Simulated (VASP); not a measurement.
# Which face does Ni expose?, part 2 of 6

How do surface energy, work function and relaxation of Ni depend on the face?

VASP 6.6.1, plane waves and PAW; the level of theory is named at each step.

So far. Step 3 (The bulk reference, job self-consistent run, k-mesh …): The run ends at a pressure of 0.15 GPa.

### Step 4. Relaxing the slab, 7 atoms, face Ni(111)

This step: PBE, spin-polarised from a ferromagnetic start; plane waves and PAW (Ni) (VASP 6.6.1).

System of this step: Ni(111). The cell holds 7 atoms: 7 Ni. Cell: a = 2.486 Å, b = 2.486 Å, c = 27.180 Å, α = 90.0°, β = 90.0°, γ = 60.0°. It derives from Ni. 7 layers of fcc Ni, cut at this functional's lattice. Vacuum lies along c.

All atoms relax at the fixed cell.

Contents of INCAR:

```
SYSTEM = Ni
PREC = Normal
ENCUT = 320
EDIFF = 1E-05
NELM = 120
ISMEAR = 1
SIGMA = 0.15
LREAL = .FALSE.
ALGO = Fast
GGA = PE
NBANDS = 51
ISPIN = 2
MAGMOM = 1 1 1 1 1 1 1
LASPH = .TRUE.
LMAXMIX = 4
LORBIT = 11
LWAVE = .FALSE.
LCHARG = .FALSE.
KPAR = 4
IBRION = 2
NSW = 40
ISIF = 2
EDIFFG = -0.03
POTIM = 0.4
MAXMIX = 40
```

Contents of POSCAR:

```
Ni
1.0
    2.4861695823      0.0000000000      0.0000000000
    1.2430847911      2.1530860164      0.0000000000
    0.0000000000      0.0000000000     27.1796937812
Ni
7
Direct
    0.0000000000      0.0000000000      0.2759413000
    0.3333333300      0.3333333300      0.3506275300
    0.6666666700      0.6666666700      0.4253137700
    0.0000000000      0.0000000000      0.5000000000
    0.3333333300      0.3333333300      0.5746862300
    0.6666666700      0.6666666700      0.6493724700
    0.0000000000      0.0000000000      0.7240587000
```

Contents of KPOINTS:

```
Automatic mesh
0
Gamma
15 15 1
0 0 0
```

Potentials, in the order of the species: Ni (PBE family, release 64).

Command:

```
$ mpirun -np 4 vasp_std
```

The log of the run:

```text
[banner, memory and clock lines left out]
running    4 mpi-ranks, on    1 nodes
 distrk:  each k-point on    1 cores,    4 groups
 distr:  one band on    1 cores,    1 groups

 POSCAR found type information on POSCAR Ni
 POSCAR found :  1 types and       7 ions
 LDA part: xc-table for (Slater+PW92), standard interpolation
 POSCAR, INCAR and KPOINTS ok, starting setup
 FFT: planning ... GRIDC
 FFT: planning ... GRID_SOFT
 FFT: planning ... GRID
 WAVECAR not read
 entering main loop
       N       E                     dE             d eps       ncg     rms          rms(c)
DAV:   1     0.434407965267E+03    0.43441E+03   -0.23713E+04  5540   0.119E+03
DAV:   2    -0.720953230619E+01   -0.44162E+03   -0.41687E+03  5511   0.293E+02
DAV:   3    -0.432586680105E+02   -0.36049E+02   -0.33605E+02  5902   0.112E+02
DAV:   4    -0.438783453384E+02   -0.61968E+00   -0.61839E+00  5965   0.167E+01
DAV:   5    -0.438939100373E+02   -0.15565E-01   -0.15564E-01  8343   0.170E+00    0.257E+01
RMM:   6    -0.485165941422E+02   -0.46227E+01   -0.60342E+01  5508   0.611E+01    0.375E+01
RMM:   7    -0.575081230681E+02   -0.89915E+01   -0.14421E+01  5531   0.256E+01    0.438E+01
RMM:   8    -0.454133838307E+02    0.12095E+02   -0.50489E+00  5536   0.170E+01    0.345E+01
RMM:   9    -0.379856227426E+02    0.74278E+01   -0.37940E+00  5549   0.146E+01    0.159E+01
RMM:  10    -0.409420159892E+02   -0.29564E+01   -0.56021E+00  5566   0.162E+01    0.288E+01
RMM:  11    -0.385050018158E+02    0.24370E+01   -0.25953E+00  5546   0.126E+01    0.252E+01
RMM:  12    -0.365995378010E+02    0.19055E+01   -0.45438E-01  5553   0.489E+00    0.113E+01
RMM:  13    -0.364650978933E+02    0.13444E+00   -0.28699E-01  5573   0.350E+00    0.673E+00
RMM:  14    -0.364305761861E+02    0.34522E-01   -0.10662E-01  5565   0.242E+00    0.447E+00
RMM:  15    -0.365662160122E+02   -0.13564E+00   -0.42856E-02  5523   0.110E+00    0.556E+00
RMM:  16    -0.364324361930E+02    0.13378E+00   -0.95879E-02  5594   0.164E+00    0.455E+00
RMM:  17    -0.364539462912E+02   -0.21510E-01   -0.49923E-02  5590   0.108E+00    0.494E+00
RMM:  18    -0.364847233499E+02   -0.30777E-01   -0.67738E-03  5584   0.462E-01    0.487E+00
RMM:  19    -0.365221264236E+02   -0.37403E-01   -0.41208E-03  5583   0.300E-01    0.408E+00
RMM:  20    -0.367069907239E+02   -0.18486E+00   -0.62445E-02  6443   0.990E-01    0.345E+00
RMM:  21    -0.367731482267E+02   -0.66158E-01   -0.69190E-03  5685   0.339E-01    0.349E+00
RMM:  22    -0.368927681722E+02   -0.11962E+00   -0.21180E-02  6065   0.630E-01    0.258E+00
RMM:  23    -0.369231450220E+02   -0.30377E-01   -0.52656E-03  5621   0.355E-01    0.166E+00
RMM:  24    -0.369052996456E+02    0.17845E-01   -0.11717E-03  5538   0.220E-01    0.148E+00
RMM:  25    -0.369528571075E+02   -0.47557E-01   -0.10506E-02  6066   0.391E-01    0.855E-01
RMM:  26    -0.369920959246E+02   -0.39239E-01   -0.78293E-03  5916   0.300E-01    0.404E-01
RMM:  27    -0.370113583060E+02   -0.19262E-01   -0.14259E-03  5575   0.179E-01    0.534E-01
RMM:  28    -0.370281896760E+02   -0.16831E-01   -0.76300E-04  5546   0.131E-01    0.472E-01
RMM:  29    -0.370357796239E+02   -0.75899E-02   -0.16613E-04  5450   0.706E-02    0.434E-01
RMM:  30    -0.370493983715E+02   -0.13619E-01   -0.33583E-04  5490   0.728E-02    0.245E-01
RMM:  31    -0.370656508616E+02   -0.16252E-01   -0.73321E-04  5762   0.108E-01    0.116E-01
RMM:  32    -0.370758612272E+02   -0.10210E-01   -0.40371E-04  5343   0.672E-02    0.634E-02
RMM:  33    -0.370806597250E+02   -0.47985E-02   -0.12383E-04  4739   0.479E-02    0.852E-02
RMM:  34    -0.370822757251E+02   -0.16160E-02   -0.16137E-05  3545   0.211E-02    0.473E-02
RMM:  35    -0.370836747368E+02   -0.13990E-02   -0.15240E-05  3528   0.168E-02    0.251E-02
RMM:  36    -0.370842088245E+02   -0.53409E-03   -0.41455E-06  3395   0.104E-02    0.183E-02
RMM:  37    -0.370844345678E+02   -0.22574E-03   -0.23911E-06  3315   0.894E-03    0.829E-03
RMM:  38    -0.370845038757E+02   -0.69308E-04   -0.72433E-07  2974   0.503E-03    0.586E-03
RMM:  39    -0.370845344117E+02   -0.30536E-04   -0.10595E-06  3152   0.565E-03    0.597E-03
RMM:  40    -0.370845406849E+02   -0.62732E-05   -0.24635E-07  2397   0.345E-03
   1 F= -.37084541E+02 E0= -.37083435E+02  d E =-.370845E+02  mag=     4.6454
 curvature:   0.00 expect dE= 0.000E+00 dE for cont linesearch  0.000E+00
 trial: gam= 0.00000 g(F)=  0.346E-02 g(S)=  0.000E+00 ort = 0.000E+00 (trialstep = 0.100E+01)
 search vector abs. value=  0.346E-02
 bond charge predicted
       N       E                     dE             d eps       ncg     rms          rms(c)
DAV:   1    -0.370865562986E+02   -0.20219E-02   -0.59009E-01  5821   0.309E+00    0.217E-01
RMM:   2    -0.370871416804E+02   -0.58538E-03   -0.53371E-03  5517   0.579E-01    0.360E-01
RMM:   3    -0.370873443212E+02   -0.20264E-03   -0.90664E-04  5547   0.178E-01    0.347E-01
RMM:   4    -0.370872671780E+02    0.77143E-04   -0.14013E-04  5485   0.822E-02    0.113E-01
RMM:   5    -0.370872737755E+02   -0.65975E-05   -0.54503E-05  5028   0.477E-02
   2 F= -.37087274E+02 E0= -.37086228E+02  d E =-.273309E-02  mag=     4.6464
[...]
3 F= -.37088297E+02 E0= -.37087323E+02  d E =-.375653E-02  mag=     4.6461
[...]
4 F= -.37088430E+02 E0= -.37087573E+02  d E =-.388958E-02  mag=     4.6467
[...]
5 F= -.37088687E+02 E0= -.37087769E+02  d E =-.414591E-02  mag=     4.6464
[...]
6 F= -.37088685E+02 E0= -.37087782E+02  d E =-.414388E-02  mag=     4.6464
[...]
7 F= -.37088692E+02 E0= -.37087782E+02  d E =-.415087E-02  mag=     4.6464
 curvature:  -0.43 expect dE=-0.162E-03 dE for cont linesearch -0.135E-09
 trial: gam= 0.10894 g(F)=  0.376E-03 g(S)=  0.000E+00 ort =-0.104E-05 (trialstep = 0.128E+01)
 search vector abs. value=  0.417E-03
 bond charge predicted
       N       E                     dE             d eps       ncg     rms          rms(c)
DAV:   1    -0.370889180147E+02   -0.22843E-03   -0.11392E-01  5574   0.138E+00    0.103E-01
RMM:   2    -0.370889210668E+02   -0.30521E-05   -0.10063E-03  5510   0.262E-01    0.690E-02
RMM:   3    -0.370890164764E+02   -0.95410E-04   -0.16885E-04  5472   0.801E-02    0.378E-02
RMM:   4    -0.370890238818E+02   -0.74055E-05   -0.30541E-05  4023   0.350E-02
   8 F= -.37089024E+02 E0= -.37088148E+02  d E =-.332322E-03  mag=     4.6487
 trial-energy change:   -0.000332  1 .order   -0.000336   -0.000480   -0.000192
 step:   2.1242(harm=  2.1242)  dis= 0.00460  next Energy=   -37.089091 (dE=-0.399E-03)
 reached required accuracy - stopping structural energy minimisation
```

The job ended after 7.1 min (4 MPI ranks of AMD EPYC 7571, shared host; peak memory 0.92 GiB).

Parts of OUTCAR (step 4):

```text
  LATTYP: Found a hexagonal cell.
 ALAT       =     2.4861695823
 C/A-ratio  =    10.9323571388

 Subroutine GETGRP returns: Found 12 space group operations
 (whereof 12 operations were pure point group operations)

The static configuration has the point symmetry D_3d.

 Found     27 irreducible k-points:

   k-points           NKPTS =     27   k-points in BZ     NKDIM =     27   number of bands    NBANDS=     51

   dimension x,y,z NGX =    12 NGY =   12 NGZ =  120
   dimension x,y,z NGXF=    24 NGYF=   24 NGZF=  240

   ENCUT  =  320.0 eV  23.52 Ry    4.85 a.u.   3.63  3.63 39.64*2*pi/ulx,y,z

   NELECT =      70.0000    total number of electrons

 E-fermi :   2.5722

 spin component 1
 k-point     1 :       0.0000    0.0000    0.0000
  band No.  band energies     occupation
    ...
     38       1.8597      1.00000
     39       1.8597      1.00000
     40       1.9267      1.00000
     41       1.9267      1.00000
     42       2.3518      1.02897
     43       2.6944      0.00638
     44       7.1943      0.00000
     45       7.5248      0.00000
     46       8.2730      0.00000
     47       9.4780      0.00000
    ...

 k-point     2 :       0.0667   -0.0000    0.0000
  band No.  band energies     occupation
    ...
     37       1.6526      1.00000
     38       1.7119      1.00000
     39       1.8619      1.00000
     40       1.9310      1.00000
     41       2.0901      1.00003
     42       2.8727     -0.00792
     43       3.2813     -0.00000
     44       7.3303      0.00000
     45       7.6662      0.00000
     46       8.3864      0.00000
    ...

 k-point     3 :       0.1333   -0.0000    0.0000
  band No.  band energies     occupation
    ...
     36       1.5175      1.00000
     37       1.7184      1.00000
     38       1.8673      1.00000
     39       1.9424      1.00000
     40       1.9675      1.00000
     41       2.6867      0.02000
     42       3.6885     -0.00000
     43       4.2905     -0.00000
     44       7.7317      0.00000
     45       8.0901      0.00000
    ...

 k-point     4 :       0.2000   -0.0000    0.0000
  band No.  band energies     occupation
    ...
     36       1.7116      1.00000
     37       1.7240      1.00000
     38       1.8734      1.00000
     39       1.9573      1.00000
     40       2.3817      1.03516
     41       3.3666     -0.00000
     42       4.6119     -0.00000
     43       5.4680     -0.00000
     44       8.3755      0.00000
     45       8.7943      0.00000
    ...

  Total       -1.4923013     -1.4923013     -0.3786149      0.0000000     -0.0000000      0.0000000
  in kB      -16.4335130    -16.4335130     -4.1693809      0.0000000     -0.0000000      0.0000000
  external PRESSURE =     -12.3454689 kB  Pullay stress =       0.0000000 kB

  energy-cutoff  :      320.00
  volume of cell :      145.49
      direct lattice vectors                 reciprocal lattice vectors
     2.486169582  0.000000000  0.000000000     0.402225177 -0.232224814  0.000000000
     1.243084791  2.153086016  0.000000000     0.000000000  0.464449628  0.000000000
     0.000000000  0.000000000 27.179693781     0.000000000  0.000000000  0.036792173

 POSITION                                       TOTAL-FORCE (eV/Angst)
 -----------------------------------------------------------------------------------
      2.48617      0.00000      7.51679         0.000000      0.000000      0.013085
      1.24308      0.71770      9.51912         0.000000      0.000000      0.024312
      2.48617      1.43539     11.55391        -0.000000      0.000000     -0.014032
      1.24308      2.15309     13.58985         0.000000      0.000000     -0.000000
      1.24308      0.71770     15.62578         0.000000      0.000000      0.014032
      2.48617      1.43539     17.66058        -0.000000     -0.000000     -0.024312
      0.00000      0.00000     19.66291        -0.000000     -0.000000     -0.013085
 -----------------------------------------------------------------------------------
    total drift:                                0.000000      0.000000      0.000000

  FREE ENERGIE OF THE ION-ELECTRON SYSTEM (eV)
  ---------------------------------------------------
  free  energy   TOTEN  =       -37.0890238818 eV

  energy  without entropy=      -37.0863964627  energy(sigma->0) =      -37.08814808

 total charge
# of ion       s       p       d       tot
------------------------------------------
    1        0.494   0.389   8.292   9.175
    2        0.497   0.502   8.303   9.302
    3        0.499   0.497   8.301   9.297
    4        0.498   0.497   8.301   9.296
    5        0.499   0.497   8.301   9.297
    6        0.497   0.502   8.303   9.302
    7        0.494   0.389   8.292   9.175
--------------------------------------------------
tot          3.478   3.273  58.093  64.844

 magnetization (x)
# of ion       s       p       d       tot
------------------------------------------
    1       -0.005  -0.024   0.732   0.703
    2       -0.007  -0.026   0.730   0.697
    3       -0.006  -0.026   0.683   0.651
    4       -0.007  -0.026   0.678   0.646
    5       -0.006  -0.026   0.683   0.651
    6       -0.007  -0.026   0.730   0.697
    7       -0.005  -0.024   0.732   0.703
--------------------------------------------------
tot         -0.042  -0.179   4.969   4.748

[... 1 part as in an earlier step ...]

[... 11 further parts left out ...]
```

CONTCAR:

```
Ni
   1.00000000000000
     2.4861695823000001    0.0000000000000000    0.0000000000000000
     1.2430847911000000    2.1530860164000001    0.0000000000000000
     0.0000000000000000    0.0000000000000000   27.1796937812000010
  Ni
     7
Direct
     1.0000000000000000    0.0000000000000000    0.2765588719570007
     0.3333333300000021    0.3333333300000021    0.3502289955981525
     0.6666666699999979    0.6666666699999979    0.4250935061190626
     0.0000000000000000    1.0000000000000000    0.5000000000000000
     0.3333333300000021    0.3333333300000021    0.5749064938809373
     0.6666666699999979    0.6666666699999979    0.6497710044018475
     0.0000000000000000    0.0000000000000000    0.7234411280429993
```

The magnetic state follows from one typed start and may not be the lowest. The run keeps the 12 symmetry operations of its start, so it cannot find a distortion of lower symmetry.

The steps of the relaxation:

| step | energy less that of the first step (eV) | largest force (eV/Å) |
| --- | --- | --- |
| 1 | 0.0000 | 0.1617 |
| 2 | -0.0027 | 0.0954 |
| 3 | -0.0038 | 0.0627 |
| 4 | -0.0039 | 0.0885 |
| 5 | -0.0041 | 0.0532 |
| 6 | -0.0041 | 0.0542 |
| 7 | -0.0042 | 0.0522 |
| 8 | -0.0045 | 0.0243 |

The atoms that moved most (Å):

```csv
atom,dx,dy,dz,length
Ni7,0.000,0.000,-0.017,0.017
Ni1,0.000,0.000,0.017,0.017
Ni6,0.000,0.000,0.011,0.011
Ni2,0.000,0.000,-0.011,0.011
Ni5,0.000,0.000,0.006,0.006
Ni3,0.000,0.000,-0.006,0.006
```

The relaxed structure:

```
Ni
1.0
     2.48617    0.00000    0.00000
     1.24308    2.15309    0.00000
     0.00000    0.00000   27.17969
Ni
7
Direct
  0.00000 0.00000 0.27656
  0.33333 0.33333 0.35023
  0.66667 0.66667 0.42509
  0.00000 0.00000 0.50000
  0.33333 0.33333 0.57491
  0.66667 0.66667 0.64977
  0.00000 0.00000 0.72344
```

This step gave:

- electronic cycles: 70
- electrons: 70
- free energy (TOTEN): -37.09 eV
- energy at zero smearing: -37.09 eV
- Fermi energy: 2.572 eV
- moment of the cell, from the last line of the log: 4.649 μB

Spin moment in the PAW sphere by atom:

```csv
atom,spin moment in the PAW sphere (μB)
Ni1,0.703
Ni2,0.697
Ni3,0.651
Ni4,0.646
Ni5,0.651
Ni6,0.697
Ni7,0.703
```

The run ended after 8 ionic steps, 0.004 eV below its first step, once the forces on the free atoms met EDIFFG = -0.03.

[end of part 2 of 6]

[Lines on the potential files, build, host, timing and source positions are cut from VASP's logs without a mark.]

[Logs are printed without paths, hosts, clocks, repeated set-up lines and the standing remarks that a program may print on its own settings, such as how far it seeks lower states.]

[Hosts, paths, dates, database ids (printed as entryN), source tags and the programs' standing remarks are cut or masked in the printed files.]

[Runs that stopped without an error message from VASP are left out.]
